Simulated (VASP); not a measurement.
OSZICAR of a VASP run on CSi62:

**OSZICAR**
```
       N       E                     dE             d eps       ncg     rms          rms(c)
DAV:   1    -0.394963617016E+03   -0.39496E+03   -0.12425E+01   632   0.803E+00    0.188E+01
DAV:   2    -0.395107329357E+03   -0.14371E+00   -0.45973E-01   708   0.136E+00    0.123E+01
DAV:   3    -0.395107336875E+03   -0.75180E-05   -0.82466E-02   740   0.449E-01    0.734E+00
DAV:   4    -0.395106780012E+03    0.55686E-03   -0.24426E-02   740   0.216E-01    0.425E+00
DAV:   5    -0.395106344085E+03    0.43593E-03   -0.73235E-03   756   0.120E-01    0.245E+00
DAV:   6    -0.395106159676E+03    0.18441E-03   -0.29586E-03   764   0.831E-02    0.140E+00
DAV:   7    -0.395106161540E+03   -0.18638E-05   -0.12651E-03   740   0.533E-02    0.796E-01
DAV:   8    -0.395106179096E+03   -0.17556E-04   -0.42399E-04   732   0.283E-02    0.455E-01
DAV:   9    -0.395106195451E+03   -0.16355E-04   -0.17594E-04   684   0.169E-02    0.260E-01
DAV:  10    -0.395106209890E+03   -0.14440E-04   -0.74863E-05   596   0.110E-02    0.148E-01
DAV:  11    -0.395106219616E+03   -0.97254E-05   -0.33415E-05   460   0.754E-03
   1 F= -.39510622E+03 E0= -.39510620E+03  d E =-.400192E-04  mag=     3.0000
```

Problem. Which electronic solver shows in the log?

Solution. It is blocked Davidson (ALGO = Normal, or the opening steps of other solvers). The INCAR had ALGO = Normal.

Problem. How was spin treated?

Solution. Collinear spin (ISPIN = 2): the summary line carries one mag value, 3.00 μB in the cell.

Problem. Can the final energy be trusted as converged?

Solution. Self-consistency was reached. It stopped with EDIFF = 1E-5, NELM = 50 (HSE06 screened hybrid, plane waves, VASP's PBE PAW potentials (set 64)).  The cell is charged, with a uniform compensating background. The supercell is sampled at Γ alone, which is coarse: total energies, pressure and levels can be off, energies of defects by several tenths of an eV.

The cell is a supercell with a defect, built from Si (diamond): C_Si-vac_Si, charge +1. The cell's shape comes from a PBE relaxation. The total moment is imposed (NUPDOWN), so this need not be the lowest spin state.
